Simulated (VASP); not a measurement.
Level of theory: PBE GGA, VASP's PBE PAW potentials (set 64) (plane waves; VASP).

Input for VASP

**KPOINTS**
```
Automatic mesh
0
Gamma
13 13 13
0 0 0
```

### INCAR
```
SYSTEM = Sn
PREC = Accurate; ENCUT = 500; LREAL = .FALSE.
LASPH = .TRUE.
EDIFF = 1E-6; NELM = 100; ALGO = Normal
LMAXMIX = 4
ISMEAR = 1; SIGMA = 0.1
GGA = PE
IBRION = 2; NSW = 40; ISIF = 3
EDIFFG = -0.02
LWAVE = .FALSE.; LCHARG = .FALSE.
```

**POSCAR**
```
Sn
1
   -2.9631240769     2.9631240769     1.6138802910
    2.9631240769    -2.9631240769     1.6138802910
    2.9631240769     2.9631240769    -1.6138802910
Sn
2
Direct
  0.2500000000   0.7500000000   0.5000000000
  1.0000000000   1.0000000000   1.0000000000
```

POTCAR, in this order: Sn_d (PBE.64 set). Program: vasp_std.

Output of the run:

OUTCAR:
```
 ion  position               nearest neighbor table
   1  0.250  0.750  0.500-   2 3.07   2 3.07   2 3.07   2 3.07
   2  0.000  0.000  0.000-   1 3.07   1 3.07   1 3.07   1 3.07
  LATTYP: Found a body centered tetragonal cell.
 ALAT       =     5.9262481538
 C/A-ratio  =     0.5446549821
 Subroutine PRICEL returns:
 Original cell was already a primitive cell.
 Subroutine GETGRP returns: Found 16 space group operations
The static configuration has the point symmetry D_2d.
 The point group associated with its full space group is D_4h.
The dynamic configuration has the point symmetry D_2d.
 Subroutine INISYM returns: Found 16 space group operations
 Subroutine IBZKPT returns following result:
 Found    196 irreducible k-points:

 Following reciprocal coordinates:
            Coordinates               Weight
  0.000000  0.000000  0.000000      1.000000
  0.076923  0.000000 -0.000000      8.000000
  0.153846  0.000000  0.000000      8.000000
  0.230769 -0.000000  0.000000      8.000000
  0.307692  0.000000  0.000000      8.000000
  0.384615  0.000000 -0.000000      8.000000
  0.461538  0.000000  0.000000      8.000000
...
```

File OSZICAR:
```
       N       E                     dE             d eps       ncg     rms          rms(c)
DAV:   1     0.200281295775E+03    0.20028E+03   -0.14786E+04  7064   0.234E+03
DAV:   2     0.102396153562E+02   -0.19004E+03   -0.18802E+03  7062   0.444E+02
DAV:   3    -0.709610658542E+01   -0.17336E+02   -0.17171E+02  8150   0.138E+02
DAV:   4    -0.761115097249E+01   -0.51504E+00   -0.51387E+00  8092   0.261E+01
DAV:   5    -0.763076074718E+01   -0.19610E-01   -0.19609E-01  9426   0.464E+00    0.220E+00
DAV:   6    -0.761679317364E+01    0.13968E-01   -0.34192E-02  9136   0.282E+00    0.123E+00
DAV:   7    -0.761393146570E+01    0.28617E-02   -0.20870E-02  9142   0.216E+00    0.162E-01
DAV:   8    -0.761390796408E+01    0.23502E-04   -0.18994E-03  8126   0.645E-01    0.357E-02
DAV:   9    -0.761391741161E+01   -0.94475E-05   -0.57198E-05  9112   0.790E-02    0.136E-02
DAV:  10    -0.761391601029E+01    0.14013E-05   -0.74418E-06  8268   0.398E-02    0.170E-03
DAV:  11    -0.761391611440E+01   -0.10411E-06   -0.28008E-07  3820   0.781E-03
   1 F= -.76139161E+01 E0= -.76138645E+01  d E =-.761392E+01
```

**OUTCAR**
```
------------------------ aborting loop because EDIFF is reached ----------------------------------------
  FORCE on cell =-STRESS in cart. coord.  units (eV):
  Direction    XX          YY          ZZ          XY          YZ          ZX
  --------------------------------------------------------------------------------------
  Total        0.0015793      0.0015793     -0.0176744      0.0000000      0.0000000      0.0000000
  in kB        0.0446429      0.0446429     -0.4996026      0.0000000      0.0000000      0.0000000
  external PRESSURE =      -0.1367723 kB  Pullay stress =       0.0000000 kB
  volume of cell :       56.68
      direct lattice vectors                 reciprocal lattice vectors
    -2.963124077  2.963124077  1.613880291     0.000000000  0.168740825  0.309812322
     2.963124077 -2.963124077  1.613880291     0.168740825  0.000000000  0.309812322
     2.963124077  2.963124077 -1.613880291     0.168740825  0.168740825  0.000000000
 POSITION                                       TOTAL-FORCE (eV/Angst)
 -----------------------------------------------------------------------------------
      2.96312      0.00000      0.80694         0.000000     -0.000000     -0.000000
      0.00000      0.00000      0.00000        -0.000000      0.000000      0.000000
 -----------------------------------------------------------------------------------
    total drift:                               -0.000000     -0.000000      0.000000
  FREE ENERGIE OF THE ION-ELECTRON SYSTEM (eV)
  ---------------------------------------------------
  free  energy   TOTEN  =        -7.6139161144 eV

  energy  without entropy=       -7.6137612924  energy(sigma->0) =       -7.61386451

 reached required accuracy - stopping structural energy minimisation
```
(Selected blocks of OUTCAR.)

The compound is Sn in the beta structure. It was relaxed first.
